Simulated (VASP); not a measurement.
Output of a VASP run:

OUTCAR:
```
 ion  position               nearest neighbor table
   1  0.000  0.000  0.000-
  LATTYP: Found a face centered cubic cell.
 ALAT       =     4.9500000000
 Subroutine PRICEL returns:
 Original cell was already a primitive cell.
 Subroutine GETGRP returns: Found 48 space group operations
The static configuration has the point symmetry O_h .
The dynamic configuration has the point symmetry O_h .
 Subroutine INISYM returns: Found 48 space group operations
 Subroutine IBZKPT returns following result:
 Found     56 irreducible k-points:

 Following reciprocal coordinates:
            Coordinates               Weight
  0.000000  0.000000  0.000000      1.000000
  0.090909  0.000000  0.000000      8.000000
  0.181818  0.000000  0.000000      8.000000
  0.272727  0.000000  0.000000      8.000000
  0.363636  0.000000  0.000000      8.000000
  0.454545  0.000000  0.000000      8.000000
  0.090909  0.090909  0.000000      6.000000
  0.181818  0.090909  0.000000     24.000000
  0.272727  0.090909  0.000000     24.000000
  0.363636  0.090909  0.000000     24.000000
  0.454545  0.090909  0.000000     24.000000
 -0.454545  0.090909  0.000000     24.000000
 -0.363636  0.090909  0.000000     24.000000
 -0.272727  0.090909  0.000000     24.000000
 -0.181818  0.090909  0.000000     24.000000
 -0.090909  0.090909  0.000000     12.000000
  0.181818  0.181818  0.000000      6.000000
  0.272727  0.181818  0.000000     24.000000
  0.363636  0.181818  0.000000     24.000000
  0.454545  0.181818  0.000000     24.000000
 -0.454545  0.181818  0.000000     24.000000
 -0.363636  0.181818  0.000000     24.000000
 -0.272727  0.181818  0.000000     24.000000
 -0.181818  0.181818  0.000000     12.000000
  0.272727  0.272727  0.000000      6.000000
  0.363636  0.272727  0.000000     24.000000
  0.454545  0.272727  0.000000     24.000000
 -0.454545  0.272727  0.000000     24.000000
 -0.363636  0.272727  0.000000     24.000000
 -0.272727  0.272727  0.000000     12.000000
  0.363636  0.363636  0.000000      6.000000
  0.454545  0.363636  0.000000     24.000000
 -0.454545  0.363636  0.000000     24.000000
 -0.363636  0.363636  0.000000     12.000000
  0.454545  0.454545  0.000000      6.000000
 -0.454545  0.454545  0.000000     12.000000
  0.272727  0.181818  0.090909     24.000000
  0.363636  0.181818  0.090909     48.000000
  0.454545  0.181818  0.090909     48.000000
 -0.454545  0.181818  0.090909     48.000000
   k-points           NKPTS =     56   k-points in BZ     NKDIM =     56   number of bands    NBANDS=     11
   number of dos      NEDOS =    301   number of ions     NIONS =      1
   total plane-waves  NPLWV =  21952
   dimension x,y,z NGX =    28 NGY =   28 NGZ =   28
   dimension x,y,z NGXF=    56 NGYF=   56 NGZF=   56
   ions per type =               1
   PREC   = accura    normal or accurate (medium, high low for compatibility)
   ISTART =      0    job   : 0-new  1-cont  2-samecut
   ICHARG =      2    charge: 1-file 2-atom 10-const
   ISPIN  =      1    spin polarized calculation?
   LNONCOLLINEAR =      F non collinear calculations
   LSORBIT =      F    spin-orbit coupling
   INIWAV =      1    electr: 0-lowe 1-rand  2-diag
   ENCUT  =  520.0 eV  38.22 Ry    6.18 a.u.   6.51  6.51  6.51*2*pi/ulx,y,z
   NELM   =    100;   NELMIN=  2; NELMDL= -5     # of ELM steps
   EDIFF  = 0.1E-05   stopping-criterion for ELM
   LREAL  =      F    real-space projection
   NLSPLINE    = F    spline interpolate recip. space projectors
   LMAXMIX     =    4 max onsite mixed and CHGCAR
   VOSKOWN=      0    Vosko Wilk Nusair interpolation
   EDIFFG = -.1E-01   stopping-criterion for IOM
   NSW    =     60    number of steps for IOM
   NBLOCK =      1;   KBLOCK =     60    inner block; outer block
   IBRION =      2    ionic relax: 0-MD 1-quasi-New 2-CG
   NFREE  =      1    steps in history (QN), initial steepest desc. (CG)
...
```

**OSZICAR**
```
       N       E                     dE             d eps       ncg     rms          rms(c)
DAV:   1     0.103007337189E+03    0.10301E+03   -0.75133E+03  1250   0.151E+03
DAV:   2     0.100842591706E+01   -0.10200E+03   -0.10017E+03  1268   0.326E+02
DAV:   3    -0.345576317101E+01   -0.44642E+01   -0.44410E+01  1485   0.789E+01
DAV:   4    -0.356259065537E+01   -0.10683E+00   -0.10674E+00  1477   0.137E+01
DAV:   5    -0.356728432515E+01   -0.46937E-02   -0.46935E-02  1594   0.253E+00    0.529E-01
DAV:   6    -0.355799332212E+01    0.92910E-02   -0.15195E-02  1501   0.236E+00    0.264E-01
DAV:   7    -0.355575216691E+01    0.22412E-02   -0.66720E-03  1451   0.149E+00    0.892E-02
DAV:   8    -0.355569543591E+01    0.56731E-04   -0.40443E-04  1442   0.386E-01    0.106E-02
DAV:   9    -0.355569123078E+01    0.42051E-05   -0.11443E-05  1644   0.641E-02    0.520E-03
DAV:  10    -0.355568992711E+01    0.13037E-05   -0.97446E-07   837   0.127E-02    0.491E-04
DAV:  11    -0.355568999445E+01   -0.67339E-07   -0.17994E-07   733   0.961E-03
   1 F= -.39864975E+01 E0= -.39864871E+01  d E =-.398650E+01
```

File OUTCAR:
```
------------------------ aborting loop because EDIFF is reached ----------------------------------------
  Edisp (eV):   -0.43081
  FORCE on cell =-STRESS in cart. coord.  units (eV):
  Direction    XX          YY          ZZ          XY          YZ          ZX
  --------------------------------------------------------------------------------------
  Total       0.00797     0.00797     0.00797    -0.00000     0.00000    -0.00000
  in kB       0.42102     0.42102     0.42102    -0.00000     0.00000    -0.00000
  external pressure =        0.42 kB  Pullay stress =        0.00 kB
  volume of cell :       30.32
      direct lattice vectors                 reciprocal lattice vectors
     0.000000000  2.475000000  2.475000000    -0.202020202  0.202020202  0.202020202
     2.475000000  0.000000000  2.475000000     0.202020202 -0.202020202  0.202020202
     2.475000000  2.475000000  0.000000000     0.202020202  0.202020202 -0.202020202
 POSITION                                       TOTAL-FORCE (eV/Angst)
 -----------------------------------------------------------------------------------
      0.00000      0.00000      0.00000        -0.000000      0.000000     -0.000000
 -----------------------------------------------------------------------------------
    total drift:                               -0.000000     -0.000000     -0.000000
  FREE ENERGIE OF THE ION-ELECTRON SYSTEM (eV)
  ---------------------------------------------------
  free  energy   TOTEN  =        -3.9864974564 eV

  energy  without entropy=       -3.9864664371  energy(sigma->0) =       -3.98648712

 reached required accuracy - stopping structural energy minimisation
```
(Selected blocks of OUTCAR.)

POSCAR:
```
Pb
1
    0.0000000000     2.4750000000     2.4750000000
    2.4750000000     0.0000000000     2.4750000000
    2.4750000000     2.4750000000     0.0000000000
Pb
1
Direct
  0.0000000000   0.0000000000   0.0000000000
```

Problem. Reconstruct the remaining input files.

Solution. One answer among several that fit: the input of the run itself, PBE GGA with D4 dispersion, plane waves, VASP's PBE PAW potentials (set 64).

KPOINTS:
```
Automatic mesh
0
Gamma
11 11 11
0 0 0
```

INCAR:
```
! general
SYSTEM   =  Pb
PREC     =  Accurate
ENCUT    =  520
LREAL    =  .FALSE.
LASPH    =  .TRUE.

! electronic loop
EDIFF    =  1E-6
NELM     =  100
ALGO     =  Normal
LMAXMIX  =  4

! smearing
ISMEAR   =  1
SIGMA    =  0.1

! functional
GGA      =  PE
IVDW     =  13

! ions
IBRION   =  2
NSW      =  60
ISIF     =  3
EDIFFG   =  -0.01

! output
LWAVE    =  .FALSE.
LCHARG   =  .FALSE.
```

POTCAR, in this order: Pb_d (PBE.64 set). Program: vasp_std.

The compound is Pb in the fcc structure. The cell was not relaxed at this level.
